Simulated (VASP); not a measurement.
An input for Ansatz (written as the equivalent of a VASP run, and not itself run):

Ansatz 0.2 input:
```yaml
crystal:
  lattice:
    - [2.9900000, 0.0000000, 0.0000000]
    - [0.0000000, 2.9900000, 0.0000000]
    - [0.0000000, 0.0000000, 2.9900000]
  atoms:
    - { symbol: Ti, position: [0.0000000, 0.0000000, 0.0000000] }
    - { symbol: Co, position: [0.5000000, 0.5000000, 0.5000000] }
kpoints:
  mp_grid: { grid: [11, 11, 11] }
hamiltonian:
  xc: r2scan
  dispersion: rvv10
  pseudopotentials: { kind: paw }
scf:
  occupations: { method: methfessel_paxton, width: 0.1 }
  max_iter: 100
relax:
  max_steps: 60
  f_tol: 0.01
  cell: {}
output: { forces: true, stress: true, eigenvalues: true }
```

Problem. Translate this input to VASP (INCAR, KPOINTS, POSCAR, choice of POTCAR).

Solution. One answer among several that fit: 
**KPOINTS**
```
Automatic mesh
0
Gamma
11 11 11
0 0 0
```

**INCAR**
```
SYSTEM  =  TiCo
PREC  =  Accurate; ENCUT  =  520; LREAL  =  .FALSE.
LASPH  =  .TRUE.
EDIFF  =  1E-6; NELM  =  100; ALGO  =  Normal
LMAXMIX  =  4; LMIXTAU  =  .TRUE.
ISMEAR  =  1; SIGMA  =  0.1
METAGGA  =  R2SCAN; LUSE_VDW  =  .TRUE.; BPARAM  =  11.95
CPARAM  =  0.0093
IBRION  =  2; NSW  =  60; ISIF  =  3
EDIFFG  =  -0.01
LWAVE  =  .FALSE.; LCHARG  =  .FALSE.
```

File POSCAR:
```
TiCo
1
    2.9900000000     0.0000000000     0.0000000000
    0.0000000000     2.9900000000     0.0000000000
    0.0000000000     0.0000000000     2.9900000000
Ti Co
1 1
Direct
  0.0000000000   0.0000000000   0.0000000000
  0.5000000000   0.5000000000   0.5000000000
```

POTCAR, in this order: Ti_sv Co (PBE.64 set). Program: vasp_std.

What does not carry over: each code has its own PAW files, so the cut-off isn't converted (ENCUT is set for VASP's; basis.ecutwfc is left out, and Ansatz then takes the one that its files recommend); Ansatz stops its SCF on the density residual and VASP on the energy change (EDIFF).

The compound is TiCo in the CsCl type structure. This run relaxes it. Symmetry was kept, so distortions that lower it aren't found.
